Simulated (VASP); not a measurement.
Here is the system:

```
La
1.0
    1.92270    -3.33021     0.00000
    1.92270     3.33021     0.00000
    0.00000     0.00000    12.40320
La
4
Direct
  0.00000   0.00000   0.50000
  0.00000   0.00000   0.00000
  0.33333   0.66667   0.25000
  0.66667   0.33333   0.75000
```

Level of theory: PBE GGA, VASP's PBE PAW potentials (set 64) (plane waves; VASP). Run with 400 eV cut-off, 2×2×1 Γ-centred mesh, first-order Methfessel-Paxton smearing of 0.10 eV, potentials La.

Question: Give the stress tensor in GPa (positive for a compressed cell).

Answer: 
```
-12.63    0.00    0.00
  0.00  -12.63    0.00
  0.00    0.00    3.54
```
The pressure is its mean diagonal, -7.24 GPa.

The compound is La in the dhcp structure. The cell was not relaxed at this level. The k-mesh is coarse (spacing up to 0.94 per Å, 2π included), so the numbers may not be converged in it. The run is one of a series of settings (KPOINTS 2×2×1 Γ-centred mesh against the base run), some of them coarse on purpose.
